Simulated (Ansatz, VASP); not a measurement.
# Ga2O3 (partly crystallised Ga2O3) in two plane-wave programs

Aim: how closely do two programs agree when they are given the same cell, functional and k mesh? The cell is taken from a series of runs on this material, whose earlier steps may have relaxed, scaled, displaced or heated it; both programs get it as it stands.

Calculated with Ansatz 0.2.0; plane waves, with VASP 6.6.1 beside it; single point at revPBE.

**1. The starting structure**

The cell holds 80 atoms: 32 Ga and 48 O. Its edges and angles: a = 9.908 Å, b = 9.721 Å, c = 9.201 Å, α = 88.7°, β = 90.7°, γ = 89.4°. As first built, before any earlier steps moved the atoms (in the runner's words): 80 atoms (32 Fe, 48 O) placed at random at 4.44 g/cm^3, melted at 5000 K for 10 ps at fixed volume with the Morse and Coulomb pair potential with partial charges (Pedone, Malavasi, Menziani, Cormack and Segre, J. Phys. Chem. B 110, 11780 (2006)). Quenched from 5000 K to 300 K at 20 K/ps and fixed volume, held 10 ps at zero pressure, then minimised at fixed cell. Then Fe was replaced by Ga and the cell scaled by 1.003 (the potential has no terms for the new elements, so the cell is a start for a DFT relaxation).

**2. Ansatz: single point, revPBE**

Ansatz runs on its PAW soft_1 files.

A single point gives forces, pressure and levels at one fixed geometry, so differences don't come from the geometry; what else differs is listed under the comparison.

Input file input.yaml:

```yaml
crystal:
  lattice:
    - [9.90794, 0.05476, -0.05823]
    - [0.05476, 9.72073, 0.10888]
    - [-0.05823, 0.10888, 9.1998]
  atoms:
    - { symbol: Ga, position: [0.13358, 0.87426, 0.41788] }
    - { symbol: Ga, position: [0.06415, 0.57032, 0.94349] }
    - { symbol: Ga, position: [0.85502, 0.34093, 0.43475] }
    - { symbol: Ga, position: [0.85918, 0.0557, 0.27303] }
    - { symbol: Ga, position: [0.3338, 0.56151, 0.77085] }
    - { symbol: Ga, position: [0.13015, 0.28283, 0.41596] }
    - { symbol: Ga, position: [0.54426, 0.95802, 0.92378] }
    - { symbol: Ga, position: [0.89477, 0.07188, 0.60793] }
    - { symbol: Ga, position: [0.53546, 0.83915, 0.59588] }
    - { symbol: Ga, position: [0.55233, 0.81848, 0.27469] }
    - { symbol: Ga, position: [0.11915, 0.27889, 0.79449] }
    - { symbol: Ga, position: [0.82519, 0.77389, 0.43659] }
    - { symbol: Ga, position: [0.60753, 0.54501, 0.59564] }
    - { symbol: Ga, position: [0.13786, 0.04304, 0.07116] }
    - { symbol: Ga, position: [0.59759, 0.24618, 0.0989] }
    - { symbol: Ga, position: [0.33437, 0.06425, 0.61741] }
    - { symbol: Ga, position: [0.58198, 0.24045, 0.44827] }
    - { symbol: Ga, position: [0.59516, 0.55909, 0.9389] }
    - { symbol: Ga, position: [0.81945, 0.77174, 0.76351] }
    - { symbol: Ga, position: [0.32183, 0.76155, 0.06379] }
    - { symbol: Ga, position: [0.13064, 0.86133, 0.77938] }
    - { symbol: Ga, position: [0.06841, 0.56849, 0.60166] }
    - { symbol: Ga, position: [0.33783, 0.56423, 0.43273] }
    - { symbol: Ga, position: [0.8671, 0.34257, 0.12132] }
    - { symbol: Ga, position: [0.59607, 0.53308, 0.26454] }
    - { symbol: Ga, position: [0.82683, 0.77401, 0.10344] }
    - { symbol: Ga, position: [0.81803, 0.35753, 0.77888] }
    - { symbol: Ga, position: [0.29761, 0.37247, 0.10784] }
    - { symbol: Ga, position: [0.36054, 0.06887, 0.28147] }
    - { symbol: Ga, position: [0.86815, 0.05515, 0.93275] }
    - { symbol: Ga, position: [0.46012, 0.25666, 0.78194] }
    - { symbol: Ga, position: [0.07301, 0.57825, 0.2628] }
    - { symbol: O, position: [0.97614, 0.22804, 0.28992] }
    - { symbol: O, position: [0.92371, 0.70256, 0.27118] }
    - { symbol: O, position: [0.507, 0.16658, 0.61212] }
    - { symbol: O, position: [0.92298, 0.6932, 0.60135] }
    - { symbol: O, position: [0.20592, 0.92126, 0.60218] }
    - { symbol: O, position: [0.27285, 0.17867, 0.12651] }
    - { symbol: O, position: [0.51492, 0.43196, 0.43703] }
    - { symbol: O, position: [0.72891, 0.90505, 0.93326] }
    - { symbol: O, position: [0.24558, 0.47427, 0.6033] }
    - { symbol: O, position: [0.52819, 0.16486, 0.27159] }
    - { symbol: O, position: [0.95394, 0.93884, 0.76426] }
    - { symbol: O, position: [0.17333, 0.65223, 0.09919] }
    - { symbol: O, position: [0.42908, 0.65918, 0.26651] }
    - { symbol: O, position: [0.91578, 0.70308, 0.93606] }
    - { symbol: O, position: [0.21758, 0.90877, 0.94906] }
    - { symbol: O, position: [0.45216, 0.93003, 0.74816] }
    - { symbol: O, position: [0.00532, 0.46109, 0.10613] }
    - { symbol: O, position: [0.03578, 0.17112, 0.94327] }
    - { symbol: O, position: [0.15506, 0.6677, 0.77592] }
    - { symbol: O, position: [0.95399, 0.96725, 0.10825] }
    - { symbol: O, position: [0.27481, 0.15678, 0.44013] }
    - { symbol: O, position: [0.95342, 0.95178, 0.43756] }
    - { symbol: O, position: [0.74152, 0.39527, 0.27109] }
    - { symbol: O, position: [0.67737, 0.63701, 0.76737] }
    - { symbol: O, position: [0.50036, 0.44027, 0.77424] }
    - { symbol: O, position: [0.46425, 0.92335, 0.41991] }
    - { symbol: O, position: [0.4407, 0.66215, 0.59637] }
    - { symbol: O, position: [0.53199, 0.15292, 0.93813] }
    - { symbol: O, position: [0.28391, 0.18676, 0.76528] }
    - { symbol: O, position: [0.22998, 0.42314, 0.91879] }
    - { symbol: O, position: [0.80402, 0.16449, 0.76892] }
    - { symbol: O, position: [0.66392, 0.65204, 0.10771] }
    - { symbol: O, position: [0.6632, 0.66164, 0.42145] }
    - { symbol: O, position: [0.73376, 0.89032, 0.26312] }
    - { symbol: O, position: [0.76838, 0.15874, 0.45144] }
    - { symbol: O, position: [0.99477, 0.43928, 0.77818] }
    - { symbol: O, position: [0.49412, 0.41347, 0.10298] }
    - { symbol: O, position: [0.72369, 0.87384, 0.60047] }
    - { symbol: O, position: [0.23547, 0.42905, 0.29544] }
    - { symbol: O, position: [0.77657, 0.16651, 0.1042] }
    - { symbol: O, position: [0.03309, 0.21641, 0.59814] }
    - { symbol: O, position: [0.2157, 0.93965, 0.24882] }
    - { symbol: O, position: [0.42041, 0.65859, 0.92364] }
    - { symbol: O, position: [0.74756, 0.40432, 0.59495] }
    - { symbol: O, position: [0.73789, 0.39978, 0.95623] }
    - { symbol: O, position: [0.46189, 0.89764, 0.10184] }
    - { symbol: O, position: [0.16475, 0.68058, 0.42551] }
    - { symbol: O, position: [0.00973, 0.45437, 0.43799] }
kpoints:
  mp_grid: { grid: [1, 1, 1] }
hamiltonian:
  xc: revpbe
  pseudopotentials: { kind: paw, azcp: { folder: soft_1 } }
scf:
  occupations: { method: fixed }
output:
  forces: true
  stress: true
  populations: intrinsic
  dos:
    method: { smearing: { sigma: 0.15 } }
    de: 0.1
    projected: { site_lists: { Ga: [Ga], O: [O] } }
  eigenvalues: true
  write_density: true
  write_potential: true
  volumetric_format: npy
  elf: true
```

Run with:

```sh
$ ansatz run input.yaml --threads 4 --pin off --max-ram 8192MiB --backend cpu --events-out ev --progress --plain --runs-dir out
```

Numbers of over 12 decimals in the logs are rounded to 6 here.

Output:

```text
Engine: ansatz 0.2.0, x86_64-unknown-linux-gnu
Pseudopotentials: kind: paw
Pseudopotential: Ga, paw, valence charge 13, recommended cutoff 420 eV (normal), soft_1/Ga.paw.azcp
Pseudopotential: O, paw, valence charge 6, recommended cutoff 420 eV (normal), soft_1/O.paw.azcp
Functional definition: revPBE
  parameter kappa = 1.245
  parameter beta = 0.066725
  exchange = pbe_x(kappa = kappa, mu = beta*pi^2/3)
  correlation = pbe_c(beta = beta)
Crystal: 80 atoms, lattice volume = 885.876 Å³
Basis set: ecut = 420 eV, 17313 PW (Γ), exchange–correlation on 144×144×128 points (8 copies of the dense FFT grid, shifted against one another)
Bands: 432, of which v1, the nominal top of the filled ones, is band 352 counted from 1 (351 counted from 0)
Symmetry: 1 space group operations
Space group: P1 (ITA 1), of the structure as read, at distance tolerance 9.6e-5 Å
k-points: 1
Non-local potential: Ga, projectors of the file, l = 0: 2, l = 1: 2, l = 2: 3, l = 3: 1
Non-local potential: O, projectors of the file, l = 0: 2, l = 1: 2, l = 2: 1
PAW form: soft (Blöchl's): semilocal exchange-correlation on the pseudo side does not see the compensation charge
PAW frozen core: Ga, regenerated for the run's functional, and the local potential with it (the file was generated under x = pbe(κ = 0.804, μ = 0.219515), c = pbe(β = 0.066725))
PAW frozen core: O, regenerated for the run's functional, and the local potential with it (the file was generated under x = pbe(κ = 0.804, μ = 0.219515), c = pbe(β = 0.066725))
PAW one-centre angular grid: Ga, 590 points (default); XC on 64 Gauss nodes
PAW one-centre angular grid: O, 110 points (default); XC on 64 Gauss nodes
Initial density: superposition of atomic densities (chi_scale 0.1, normalization cell, long waves kept (reshape's long-wave potential 0.13 eV rms))
Initial wavefunctions: pseudopotential atomic-orbital guess
Functional: x = revpbe(κ = 1.245, μ = 0.219515), c = pbe(β = 0.066725)
SCF iter   1: F=—  HF=-148520.337215 eV  |F-HF|=—  |Δ(HF+E_count)|=         —  Δρ=1.19e-1  dr2=5.93e1  ethr=3.10e-3  ⟨swp⟩=4.0  Hψ=1149  notcnv=0  defer=73
preconditioner: auto → Resta (q_TF=auto, 2.626 Å⁻¹)  ε∞=4.2  [insulator: Δε(μ)=2.273 eV  Ē_g=18.403 eV  n_scr=260 (ndim 8)  ℏωp=33.1 eV  f_vac=0.006  ε∞_Penn≈4.2]
SCF iter   2: F=—  HF=-148505.541397 eV  |F-HF|=—  |Δ(HF+E_count)|=    1.48e1  Δρ=5.37e-2  dr2=1.19e1  ethr=3.10e-3  ⟨swp⟩=3.0  Hψ=812  notcnv=0  defer=74
SCF iter   3: F=—  HF=-148501.728680 eV  |F-HF|=—  |Δ(HF+E_count)|=    3.81e0  Δρ=1.59e-2  dr2=1.70e0  ethr=1.69e-3  ⟨swp⟩=3.0  Hψ=640  notcnv=0  defer=74
SCF iter   4: F=—  HF=-148501.372957 eV  |F-HF|=—  |Δ(HF+E_count)|=   3.56e-1  Δρ=4.80e-3  dr2=1.76e-1  ethr=2.42e-4  ⟨swp⟩=2.0  Hψ=668  notcnv=0  defer=78
SCF iter   5: F=—  HF=-148501.519038 eV  |F-HF|=—  |Δ(HF+E_count)|=   1.46e-1  Δρ=2.85e-3  dr2=5.48e-2  ethr=2.51e-5  ⟨swp⟩=2.0  Hψ=842  notcnv=0  defer=78
SCF iter   6: F=—  HF=-148501.560051 eV  |F-HF|=—  |Δ(HF+E_count)|=   4.10e-2  Δρ=6.56e-4  dr2=3.37e-3  ethr=7.79e-6  ⟨swp⟩=3.0  Hψ=712  notcnv=0  defer=78
SCF iter   7: F=—  HF=-148501.564141 eV  |F-HF|=—  |Δ(HF+E_count)|=   4.09e-3  Δρ=6.23e-4  dr2=2.82e-3  ethr=4.78e-7  ⟨swp⟩=2.0  Hψ=711  notcnv=0  defer=78
SCF iter   8: F=—  HF=-148501.563831 eV  |F-HF|=—  |Δ(HF+E_count)|=   3.11e-4  Δρ=9.99e-5  dr2=9.14e-5  ethr=4.01e-7  ⟨swp⟩=2.0  Hψ=690  notcnv=0  defer=78
SCF iter   9: F=—  HF=-148501.564874 eV  |F-HF|=—  |Δ(HF+E_count)|=   1.04e-3  Δρ=5.63e-5  dr2=2.44e-5  ethr=1.30e-8  ⟨swp⟩=2.0  Hψ=709  notcnv=0  defer=75
SCF iter  10: F=—  HF=-148501.564880 eV  |F-HF|=—  |Δ(HF+E_count)|=   5.75e-6  Δρ=3.63e-5  dr2=9.63e-6  ethr=3.46e-9  ⟨swp⟩=2.0  Hψ=709  notcnv=0  defer=75
SCF iter  11: F=—  HF=-148501.564883 eV  |F-HF|=—  |Δ(HF+E_count)|=   2.87e-6  Δρ=1.37e-5  dr2=1.47e-6  ethr=1.37e-9  ⟨swp⟩=2.0  Hψ=664  notcnv=0  defer=75
SCF iter  12: F=—  HF=-148501.564884 eV  |F-HF|=—  |Δ(HF+E_count)|=   1.12e-6  Δρ=6.68e-6  dr2=3.32e-7  ethr=2.09e-10  ⟨swp⟩=2.0  Hψ=709  notcnv=0  defer=75
SCF iter  13: F=-148501.564884 eV  HF=-148501.564884 eV  |F-HF|=1.05e-8  |Δ(HF+E_count)|=   5.62e-8  Δρ=1.02e-6  dr2=1.03e-8  ethr=1.42e-11  ⟨swp⟩=15.0  Hψ=3369  notcnv=0
SCF 1 converged in 13 iterations: F = -148501.564884 eV  dr2 = 1.03e-8
  greatest PAW one-centre occupation: 0.998 electrons in one spin orbital (limit 2), on the Ga atom at site 12 (counted from 0), in its partial waves of l = 2
SCF converged after 13 iterations
Free energy (F): -148501.564884 eV
Harris-Foulkes:  -148501.564884 eV  (|F-HF|=1.05e-8)
Internal energy: -148501.564884 eV  (E = F + TS)
E sigma→0 (E₀):  -148501.564884 eV
Fermi energy:    7.611374 eV
--- Per-component energies (eV) ---
  E_band       = -1217.635711
  E_kinetic    = 11658.058486
  E_local      = -58339.854774  (includes V_loc(G=0)·N_el)
  E_nonlocal   = -300.239399
  E_hartree    = 33737.026396
[...]
atom  34  O      0.00062163    -0.00033227    -0.00006136
  atom  35  O     -0.00090680    -0.00428456    -0.00407281
  atom  36  O      0.00064969     0.00022098    -0.00122461
  atom  37  O      0.00246462     0.00051459    -0.00276536
  atom  38  O     -0.00065945    -0.00043786    -0.00095954
  atom  39  O      0.00036538     0.00095483     0.00043061
  atom  40  O     -0.00262480    -0.00047627    -0.00055517
  atom  41  O      0.00053153    -0.00243922     0.00010705
  atom  42  O      0.00025719     0.00016601    -0.00040042
  atom  43  O      0.00098516    -0.00041193    -0.00029461
  atom  44  O      0.00019810    -0.00102186     0.00036397
  atom  45  O      0.00116346     0.00174599     0.00254768
  atom  46  O     -0.00162749    -0.00050242     0.00018890
  atom  47  O     -0.00131698     0.00082769    -0.00181427
  atom  48  O      0.00202286    -0.00052809     0.00651429
  atom  49  O     -0.00184175    -0.00208861    -0.00015608
  atom  50  O     -0.00111594     0.00304865    -0.00289813
  atom  51  O      0.00067774    -0.00108329    -0.00114450
  atom  52  O      0.00180011     0.00235730    -0.00222018
  atom  53  O     -0.00119102     0.00059363    -0.00072260
  atom  54  O     -0.00070453    -0.00124659     0.00050061
  atom  55  O     -0.00073522    -0.00077025    -0.00101207
  atom  56  O     -0.00029180    -0.00019016    -0.00108239
  atom  57  O      0.00137463     0.00078897     0.00083713
[...]
atom  73  O      0.00189119    -0.00033103    -0.00023979
  atom  74  O     -0.00233424    -0.00065143     0.00242455
  atom  75  O     -0.00120671    -0.00002813    -0.00006536
  atom  76  O     -0.00190613    -0.00018458    -0.00241387
  atom  77  O      0.00027086     0.00226261     0.00106428
  atom  78  O      0.00053465     0.00211729     0.00089128
  atom  79  O     -0.00003753     0.00170814     0.00042223
  atom  80  O     -0.00206902    -0.00013613     0.00290881
  max |Σ_I F_I| component: 1.92e-5 eV/Å
--- Stress (GPa, compression-positive) ---
       -0.006357      -0.001510      -0.002856
       -0.001510      -0.002946      -0.001498
       -0.002856      -0.001498       0.016194
  P = ⅓ Tr σ = 0.0023 GPa (0.023 kbar)
--- Band table (eV) ---
  k-point 0: bands = [... 348 lower, 7.3483, 7.4027, 7.4772, 7.6114, 9.3892, 11.9982, 12.1691, 12.2221, ... 76 higher]
--- intrinsic populations: 80 sites ---
  site symbol       q [e]
     0     Ga     11.8864
     1     Ga     11.9425
     2     Ga     11.9523
     3     Ga     11.9500
     4     Ga     11.9537
     5     Ga     11.9327
     6     Ga     11.8804
     7     Ga     11.9379
     8     Ga     11.9345
     9     Ga     11.9516
    10     Ga     11.9462
    11     Ga     11.9551
    12     Ga     11.9556
    13     Ga     11.9260
    14     Ga     11.9243
    15     Ga     11.9165
    16     Ga     11.8967
    17     Ga     11.9455
    18     Ga     11.9544
    19     Ga     11.9254
    20     Ga     11.8933
    21     Ga     11.9515
    22     Ga     11.9528
    23     Ga     11.9388
[...]
72      O      6.7301
    73      O      6.7070
    74      O      6.7261
    75      O      6.7102
    76      O      6.7107
    77      O      6.6975
    78      O      6.7004
    79      O      6.6849
  spilling = -0.000000 (of n_electrons = 704.000000)
```

(Part 1 of 2 ends here.)

[Lines on the potential files, build, host, timing and source positions are cut from VASP's logs without a mark.]

[Logs are printed without paths, hosts, clocks, repeated set-up lines and the standing remarks that a program may print on its own settings, such as how far it seeks lower states.]

[Hosts, paths, dates, database ids (printed as entryN), source tags and the programs' standing remarks are cut or masked in the printed files.]
